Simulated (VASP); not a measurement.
```
CELL_PARAMETERS angstrom
      4.40649     0.00000     0.00000
      0.00000     4.40649     0.00000
      0.00000     0.00000     4.40649
ATOMIC_POSITIONS crystal
  Al 0.50000 0.50000 0.00000
  Al 0.00000 0.50000 0.50000
  Al 0.50000 0.00000 0.50000
  Ga 0.00000 0.00000 0.00000
  N  0.74479 0.74479 0.25521
  N  0.74479 0.25521 0.74479
  N  0.25521 0.25521 0.25521
  N  0.25521 0.74479 0.74479
```

All values below come from PBEsol GGA, VASP's PBE PAW potentials (set 64) (plane waves; VASP). Numerical set-up: 520 eV cut-off, 5×5×5 Γ-centred mesh, Gaussian smearing of 0.010 eV, potentials Al Ga_d N.

Task: Give the electronic dielectric tensor ε∞ (DFPT, local fields included).

Result: 
```
4.91  0.00  0.00
0.00  4.91  0.00
0.00  0.00  4.91
```

Task: Give the Born effective charges.

Result: 
```json
[
 {"atom": "Al1", "Z*xx": "2.62", "Z*yy": "2.62", "Z*zz": "2.42", "mean": "2.55"},
 {"atom": "Al2", "Z*xx": "2.42", "Z*yy": "2.62", "Z*zz": "2.62", "mean": "2.55"},
 {"atom": "Al3", "Z*xx": "2.62", "Z*yy": "2.42", "Z*zz": "2.62", "mean": "2.55"},
 {"atom": "Ga4", "Z*xx": "2.53", "Z*yy": "2.53", "Z*zz": "2.53", "mean": "2.53"},
 {"atom": "N5", "Z*xx": "-2.55", "Z*yy": "-2.55", "Z*zz": "-2.55", "mean": "-2.55"},
 {"atom": "N6", "Z*xx": "-2.55", "Z*yy": "-2.55", "Z*zz": "-2.55", "mean": "-2.55"},
 {"atom": "N7", "Z*xx": "-2.55", "Z*yy": "-2.55", "Z*zz": "-2.55", "mean": "-2.55"},
 {"atom": "N8", "Z*xx": "-2.55", "Z*yy": "-2.55", "Z*zz": "-2.55", "mean": "-2.55"}
]
```

Task: And the static tensor with the ions free?

Result: 
```
8.89  0.00  0.00
0.00  8.89  0.00
0.00  0.00  8.89
```

Task: Which frequencies do the optical Γ-point modes have (no LO-TO splitting)?

Result: 243 (×3), 328 (×3), 518 (×3), 609 (×3), 660 (×3), 662 (×3), 684, 703 (×2) cm⁻¹.

The piezoelectric tensor e of the same run, ions relaxed (C/m²):

|  | xx | yy | zz | yz | xz | xy |
|---|---|---|---|---|---|---|
| x | 0.00 | 0.00 | 0.00 | 0.50 | 0.00 | 0.00 |
| y | 0.00 | 0.00 | 0.00 | 0.00 | 0.50 | 0.00 |
| z | 0.00 | 0.00 | 0.00 | 0.00 | 0.00 | 0.50 |

The structure comes from a computed database's Al3GaN4 entry (P-43m); how it stands against other phases isn't given here. It was relaxed first.
